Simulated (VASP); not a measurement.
# LiLaMn (P4/nmm) in VASP: single point with r2SCAN

Aim: the single point of LiLaMn with r2SCAN.

Program: VASP 6.6.1. These are calculated values, not measurements. Logs are shortened: lines on timing, memory, paths and dates and some standing lists are left out, and cuts for length are marked.

## Step 1: The crystal as given

It takes space group P4/nmm (No. 129, tetragonal). The conventional cell has a = 4.573 Å, b = 4.573 Å, c = 6.591 Å, α = 90.00°, β = 90.00°, γ = 90.00°. Around Mn (site symmetry -4m2) lie 4 La at 2.77 Å. La (site symmetry 4mm) is surrounded by 4 Mn at 2.77 Å and 4 Li at 2.87 Å. Around Li (site symmetry -4m2) lie 4 La at 2.87 Å and 4 Li at 3.23 Å and 2 Mn at 3.30 Å.

The cell was built by a generator and needn't be a form met in nature.

## Step 2: Single point, r2SCAN

File POSCAR:

```
LiLaMn
1.0
    4.5730858000      0.0000000000      0.0000000000
    0.0000000000      4.5730858000      0.0000000000
    0.0000000000      0.0000000000      6.5913074000
Mn La Li
2 2 2
Direct
    0.0000000000      0.0000000000      0.0000000000
    0.5000000000      0.5000000000      0.0000000000
    0.0000000000      0.5000000000      0.7638000000
    0.5000000000      0.0000000000      0.2362000000
    0.0000000000      0.0000000000      0.5000000000
    0.5000000000      0.5000000000      0.5000000000
```

File INCAR.step1:

```
ALGO = Normal
EDIFF = 1E-4
ENCUT = 520
GGA = PE
ISMEAR = 1
LASPH = True
LCHARG = False
LREAL = False
LWAVE = True
NBANDS = 36
NELM = 100
PREC = Accurate
SIGMA = 0.0318
```

File INCAR.step2:

```
ALGO = Normal
EDIFF = 1E-6
ENCUT = 520
ISIF = 2
ISMEAR = 1
ISTART = 1
LASPH = True
LCHARG = False
LMIXTAU = True
LREAL = False
LWAVE = False
METAGGA = R2SCAN
NBANDS = 36
NELM = 100
PREC = Accurate
SIGMA = 0.0318
```

File KPOINTS:

```
k-points
0
Gamma
  6 6 4
```

Potentials or basis: VASP PAW PBE potentials, release 64 (Mn_pv, La, Li_sv).

On the command line:

```console
> cat potpaw_PBE.64/Mn_pv/POTCAR potpaw_PBE.64/La/POTCAR potpaw_PBE.64/Li_sv/POTCAR > POTCAR
> cp INCAR.step1 INCAR
> mpirun -np 1 vasp_std > vasp.out
> cp INCAR.step2 INCAR
> mpirun -np 1 vasp_std > vasp.out
```

OUTCAR:

```text
EDIFF = 1E-6
   ENCUT = 520
   ISIF = 2
   ISMEAR = 1
   ISTART = 1
   LASPH = True
   LREAL = False
   METAGGA = R2SCAN
   NELM = 100
   PREC = Accurate

 ion  position               nearest neighbor table
   1  0.000  0.000  0.000-   3 2.77   4 2.77   3 2.77   4 2.77
   2  0.500  0.500  0.000-   3 2.77   4 2.77   4 2.77   3 2.77
   3  0.000  0.500  0.764-   1 2.77   2 2.77   1 2.77   2 2.77   5 2.87   5 2.87   6 2.87   6 2.87

   4  0.500  0.000  0.236-   1 2.77   2 2.77   2 2.77   1 2.77   5 2.87   6 2.87   6 2.87   5 2.87

   5  0.000  0.000  0.500-   3 2.87   4 2.87   3 2.87   4 2.87
   6  0.500  0.500  0.500-   3 2.87   4 2.87   4 2.87   3 2.87

  LATTYP: Found a simple tetragonal cell.
 ALAT       =     4.5730858000
 C/A-ratio  =     1.4413259861

  Lattice vectors:

 A1 = (   4.5730858000,   0.0000000000,   0.0000000000)
 A2 = (   0.0000000000,   4.5730858000,   0.0000000000)
 A3 = (   0.0000000000,   0.0000000000,   6.5913074000)

Analysis of symmetry for initial positions (statically):
=====================================================================
 Subroutine PRICEL returns:
 Original cell was already a primitive cell.

 Routine SETGRP: Setting up the symmetry group for a
 simple tetragonal supercell.

 Subroutine GETGRP returns: Found 16 space group operations
 (whereof  8 operations were pure point group operations)
 out of a pool of 16 trial point group operations.

The static configuration has the point symmetry D_2d.
 The point group associated with its full space group is D_4h.

Analysis of symmetry for dynamics (positions and initial velocities):
=====================================================================
 Subroutine PRICEL returns:
 Original cell was already a primitive cell.

 Routine SETGRP: Setting up the symmetry group for a
 simple tetragonal supercell.

 Subroutine GETGRP returns: Found 16 space group operations
 (whereof  8 operations were pure point group operations)
 out of a pool of 16 trial point group operations.

The dynamic configuration has the point symmetry D_2d.
 The point group associated with its full space group is D_4h.

 Subroutine INISYM returns: Found 16 space group operations
 (whereof  8 operations are pure point group operations),
 and found     1 'primitive' translations

----------------------------------------------------------------------------------------

                                     Primitive cell

  volume of cell :     137.8448

  direct lattice vectors                    reciprocal lattice vectors
     4.573085800  0.000000000  0.000000000     0.218670728  0.000000000  0.000000000
     0.000000000  4.573085800  0.000000000     0.000000000  0.218670728  0.000000000
     0.000000000  0.000000000  6.591307400     0.000000000  0.000000000  0.151714969

  length of vectors
     4.573085800  4.573085800  6.591307400     0.218670728  0.218670728  0.151714969

  position of ions in fractional coordinates (direct lattice)
     0.000000000  0.000000000  0.000000000
     0.500000000  0.500000000  0.000000000
     0.000000000  0.500000000  0.763800000
     0.500000000  0.000000000  0.236200000
     0.000000000  0.000000000  0.500000000
     0.500000000  0.500000000  0.500000000

  ion indices of the primitive-cell ions
   primitive index   ion index
                 1           1
                 2           2
                 3           3
                 4           4
                 5           5
                 6           6

----------------------------------------------------------------------------------------

 KPOINTS: k-points

Automatic generation of k-mesh.
 Grid dimensions read from file:
 generate k-points for:    6    6    4

 Generating k-lattice:

  Cartesian coordinates                     Fractional coordinates (reciprocal lattice)
     0.036445121  0.000000000  0.000000000     0.166666667  0.000000000  0.000000000
     0.000000000  0.036445121  0.000000000     0.000000000  0.166666667  0.000000000
     0.000000000  0.000000000  0.037928742     0.000000000  0.000000000  0.250000000

  Length of vectors
     0.036445121  0.036445121  0.037928742

  Shift w.r.t. Gamma in fractional coordinates (k-lattice)
     0.000000000  0.000000000  0.000000000

 Subroutine IBZKPT returns following result:
 ===========================================

 Found     30 irreducible k-points:

 Following reciprocal coordinates:
            Coordinates               Weight
  0.000000  0.000000  0.000000      1.000000
  0.166667  0.000000  0.000000      4.000000
  0.333333  0.000000  0.000000      4.000000
  0.500000  0.000000  0.000000      2.000000
  0.166667  0.166667  0.000000      4.000000
  0.333333  0.166667  0.000000      8.000000
[... 16 lines left out ...]
  0.333333  0.000000  0.500000      4.000000
  0.500000  0.000000  0.500000      2.000000
 [... further k-points ...]
   k-points           NKPTS =     30   k-points in BZ     NKDIM =     30   number of bands    NBANDS=     36
   number of dos      NEDOS =    301   number of ions     NIONS =      6
   total plane-waves  NPLWV =  64800
   dimension x,y,z NGX =    36 NGY =   36 NGZ =   50
   dimension x,y,z NGXF=    72 NGYF=   72 NGZF=  100
   ions per type =               2   2   2
   NGX,Y,Z   is equivalent  to a cutoff of  13.09, 13.09, 12.61 a.u.
   NGXF,Y,Z  is equivalent  to a cutoff of  26.17, 26.17, 25.22 a.u.
 SYSTEM =  unknown system
   PREC   = accura    normal or accurate (medium, high low for compatibility)
   ISTART =      1    job   : 0-new  1-cont  2-samecut
   ICHARG =      0    charge: 1-file 2-atom 10-const
   ISPIN  =      1    spin polarized calculation?
   LNONCOLLINEAR =      F non collinear calculations
   LSORBIT =      F    spin-orbit coupling
   LASPH  =      T    aspherical Exc in radial PAW
   ENCUT  =  520.0 eV  38.22 Ry    6.18 a.u.   8.50  8.50 12.26*2*pi/ulx,y,z
   NELM   =    100;   NELMIN=  2; NELMDL=  0     # of ELM steps
   EDIFF  = 0.1E-05   stopping-criterion for ELM
   LREAL  =      F    real-space projection
   EDIFFG = 0.1E-04   stopping-criterion for IOM
   NSW    =      0    number of steps for IOM
   IBRION =     -1    ionic relax: 0-MD 1-quasi-New 2-CG
   NFREE  =      0    steps in history (QN), initial steepest desc. (CG)
   ISIF   =      2    stress and relaxation
   ISYM   =      2    0-nonsym 1-usesym 2-fastsym
   POTIM  = 0.5000    time-step for ionic-motion
   TEBEG  =    0.0;   TEEND  =   0.0 temperature during run
   PSTRESS=    0.0 pullay stress
   NELECT =      54.0000    total number of electrons
   NUPDOWN=      -1.0000    fix difference up-down
   EMIN   =  10.00;   EMAX   =-10.00  energy-range for DOS
   EFERMI =   0.00;   METHOD = LEGACY
   ISMEAR =     1;   SIGMA  =   0.03  broadening in eV -4-tet -1-fermi 0-gaus
   EFERMI_NEDOS =   21; number of points for ismear=-14 and -15
   IALGO  =     38    algorithm
   IMIX   =      4    mixing-type and parameters
     AMIX     =   0.40;   BMIX     =  1.00
     AMIX_MAG =   1.60;   BMIX_MAG =  1.00
  volume/ion in A,a.u.               =      22.97       155.04
  Fermi-wavevector in a.u.,A,eV,Ry     =   1.197869  2.263644 19.522866  1.434890
  Thomas-Fermi vector in A             =   2.333773
   LORBIT       =      0    0 simple, 1 ext, 2 COOP (PROOUT), +10 PAW based schemes
   METAGGA = R2SCAN    functional components
   LHFCALC =     F    Hartree Fock is set to
   AEXX    =    0.0000 exact exchange contribution
   IVDW    =     0    specifies the selected vdW correction
   LEPSILON=     F    determine dielectric tensor
   LRPA    =     F    only Hartree local field effects (RPA)
 non-spin polarized calculation
 Methfessel and Paxton  Order N= 1 SIGMA  =   0.03
  energy-cutoff  :      520.00
  volume of cell :      137.84
 maximum number of plane-waves:      3737
 NGX is ok and might be reduce to    36
   NGX = 17   NGY = 17   NGZ = 25

 number of electron      54.0000009 magnetization

 Free energy of the ion-electron system (eV)
  ---------------------------------------------------
  ext. energy  EPLUGINS =         0.00000000
  ---------------------------------------------------
  free energy    TOTEN  =       -85.58823003 eV

  energy without entropy =      -85.58794766  energy(sigma->0) =      -85.58813590

 E-fermi :   5.5439     XC(G=0): -10.1221

 val. band max:        5.5417633004   @ k =   0.5000   0.3333   0.2500
 cond. band min:       5.5458271911   @ k =   0.0000   0.0000   0.5000
 fundamental gap:      0.0040638907
 Fermi energy:         5.5439420327

 k-point     1 :       0.0000    0.0000    0.0000
  band No.  band energies     occupation
      1     -43.3830      2.00000
      2     -43.3830      2.00000
      3     -43.3596      2.00000
      4     -43.3579      2.00000
      5     -43.3579      2.00000
      6     -43.3531      2.00000
[... 28 lines left out ...]
     35       8.0748      0.00000
     36       8.4689      0.00000

 k-point     2 :       0.1667    0.0000    0.0000
  band No.  band energies     occupation
      1     -43.3816      2.00000
      2     -43.3814      2.00000
      3     -43.3598      2.00000
      4     -43.3596      2.00000
      5     -43.3591      2.00000
      6     -43.3535      2.00000
[... 28 lines left out ...]
     35       8.0418      0.00000
     36       8.3457      0.00000

 k-point     3 :       0.3333    0.0000    0.0000
  band No.  band energies     occupation
      1     -43.3774      2.00000
      2     -43.3768      2.00000
      3     -43.3648      2.00000
      4     -43.3642      2.00000
      5     -43.3578      2.00000
      6     -43.3546      2.00000
[... 28 lines left out ...]
     35       8.1406      0.00000
     36       8.2841      0.00000
[... 742 lines left out ...]
 k-point    23 :       0.3333    0.0000    0.5000
  band No.  band energies     occupation
      1     -43.3774      2.00000
      2     -43.3768      2.00000
      3     -43.3648      2.00000
      4     -43.3642      2.00000
      5     -43.3579      2.00000
      6     -43.3547      2.00000
[... 28 lines left out ...]
     35       8.3846      0.00000
     36       8.4594      0.00000

 k-point    24 :       0.5000    0.0000    0.5000
  band No.  band energies     occupation
      1     -43.3713      2.00000
      2     -43.3713      2.00000
      3     -43.3705      2.00000
      4     -43.3705      2.00000
      5     -43.3563      2.00000
      6     -43.3563      2.00000
[... 28 lines left out ...]
     35       8.4470      0.00000
     36       8.4470      0.00000

 [... further k-points ...]

------------------------ aborting loop because EDIFF is reached ----------------------------------------

  FORCE on cell =-STRESS in cart. coord.  units (eV):
  Direction    XX          YY          ZZ          XY          YZ          ZX
  --------------------------------------------------------------------------------------
  -------------------------------------------------------------------------------------
  Total       -4.1592122     -4.1592122     -0.6560325      0.0000000      0.0000000      0.0000000
  in kB      -48.3427543    -48.3427543     -7.6251018      0.0000000      0.0000000      0.0000000
  external PRESSURE =     -34.7702035 kB  Pullay stress =       0.0000000 kB

 VOLUME and BASIS-vectors are now :
 -----------------------------------------------------------------------------
  energy-cutoff  :      520.00
  volume of cell :      137.84
      direct lattice vectors                 reciprocal lattice vectors
     4.573085800  0.000000000  0.000000000     0.218670728  0.000000000  0.000000000
     0.000000000  4.573085800  0.000000000     0.000000000  0.218670728  0.000000000
     0.000000000  0.000000000  6.591307400     0.000000000  0.000000000  0.151714969

 POSITION                                       TOTAL-FORCE (eV/Angst)
 -----------------------------------------------------------------------------------
      0.00000      0.00000      0.00000         0.000000     -0.000000      0.000000
      2.28654      2.28654      0.00000        -0.000000      0.000000      0.000000
      0.00000      2.28654      5.03444         0.000000     -0.000000      2.176808
      2.28654      0.00000      1.55687        -0.000000     -0.000000     -2.176808
      0.00000      0.00000      3.29565         0.000000     -0.000000      0.000000
      2.28654      2.28654      3.29565         0.000000     -0.000000      0.000000
 -----------------------------------------------------------------------------------
    total drift:                                0.000000      0.000000      0.000000

  FREE ENERGIE OF THE ION-ELECTRON SYSTEM (eV)
  ---------------------------------------------------
  free  energy   TOTEN  =       -85.5882300255 eV

  energy  without entropy=      -85.5879476578  energy(sigma->0) =      -85.58813590
```

Wall time 8.3 min (1 thread of Intel Xeon Platinum 8559C (Emerald Rapids), shared host); peak memory 0.36 GiB.

Results:

```
Free energy            : -85.5882 eV
Largest force          : 2.177 eV/Å
Band gap on the k mesh : none (metal or under the smearing width)
```

Forces in eV/Å, atoms in the order of the input:
```
Mn   0.000  0.000  0.000
Mn   0.000  0.000  0.000
La   0.000  0.000  2.177
La   0.000  0.000 -2.177
Li   0.000  0.000  0.000
Li   0.000  0.000  0.000
```

Caveat: the cutoff is under 1.25 times the usual one of these potentials, so pressure, stress and relaxed cells hold a basis-set (Pulay) error; the PAW data sets were made with another functional, which shifts forces and pressure a little.
